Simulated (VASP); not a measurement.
An input for Quantum ESPRESSO's pw.x (written as the equivalent of a VASP run, and not itself run):

```
&CONTROL
  calculation = 'scf'
  pseudo_dir = './pseudo'
  outdir = './out'
  tprnfor = .true.
  tstress = .true.
/
&SYSTEM
  ibrav = 0
  nat = 14
  ntyp = 2
  ecutwfc = 84
  occupations = 'smearing'
  smearing = 'fermi-dirac'
  degauss = 0.00735
  input_dft = 'pbe'
/
&ELECTRONS
  conv_thr = 7.3e-08
  electron_maxstep = 100
/
ATOMIC_SPECIES
  Si 28.085 Si.upf
  N 14.007 N.upf
CELL_PARAMETERS angstrom
     0.0000000    4.0353300    4.0353300
     4.0353300    0.0000000    4.0353300
     4.0353300    4.0353300    0.0000000
ATOMIC_POSITIONS crystal
  Si   0.1250000  0.1250000  0.1250000
  Si   0.6250000  0.1250000  0.1250000
  Si   0.1250000  0.6250000  0.1250000
  Si   0.1250000  0.1250000  0.6250000
  Si   0.7500000  0.7500000  0.7500000
  Si   0.5000000  0.5000000  0.5000000
  N    0.3626000  0.3626000  0.3626000
  N    0.9122000  0.3626000  0.3626000
  N    0.3626000  0.9122000  0.3626000
  N    0.3626000  0.3626000  0.9122000
  N    0.8874000  0.8874000  0.8874000
  N    0.3378000  0.8874000  0.8874000
  N    0.8874000  0.3378000  0.8874000
  N    0.8874000  0.8874000  0.3378000
K_POINTS automatic
  6 6 6 0 0 0
```

Question: Write the VASP files for the same calculation (PBE).

Answer: This is not unique; one that fits is 
### POSCAR
```
Si3N4
1
    0.0000000000     4.0353300000     4.0353300000
    4.0353300000     0.0000000000     4.0353300000
    4.0353300000     4.0353300000     0.0000000000
Si N
6 8
Direct
  0.1250000000   0.1250000000   0.1250000000
  0.6250000000   0.1250000000   0.1250000000
  0.1250000000   0.6250000000   0.1250000000
  0.1250000000   0.1250000000   0.6250000000
  0.7500000000   0.7500000000   0.7500000000
  0.5000000000   0.5000000000   0.5000000000
  0.3626000000   0.3626000000   0.3626000000
  0.9122000000   0.3626000000   0.3626000000
  0.3626000000   0.9122000000   0.3626000000
  0.3626000000   0.3626000000   0.9122000000
  0.8874000000   0.8874000000   0.8874000000
  0.3378000000   0.8874000000   0.8874000000
  0.8874000000   0.3378000000   0.8874000000
  0.8874000000   0.8874000000   0.3378000000
```

KPOINTS:
```
K-points
0
Gamma
  6 6 6
```

**INCAR**
```
ENCUT = 400   # plane-wave cut-off (eV)
NELM = 100   # most electronic steps
EDIFF = 1E-6
SYSTEM = Si3N4
LCHARG = .FALSE.
ISMEAR = -1
ISIF = 2
PREC = Accurate
GGA = PE   # PBE
SIGMA = 0.1   # width (eV)
ALGO = Normal   # blocked Davidson
LASPH = .TRUE.   # aspherical one-centre terms
LREAL = Auto   # projection in real space or not
LWAVE = .FALSE.
```

POTCAR, in this order: Si N (PBE.64 set). Program: vasp_std.

Limits of the translation: the potentials are each code's own (VASP's PAW set, PseudoDojo norm-conserving files in pw.x), so ENCUT and ecutwfc are chosen apart and not converted; conv_thr bounds pw.x's estimated SCF error, while EDIFF bounds the energy change between steps.

The structure was generated: Si3N4 was put into an ordered model structure, which need not be its known phase. The cell was not relaxed at this level.
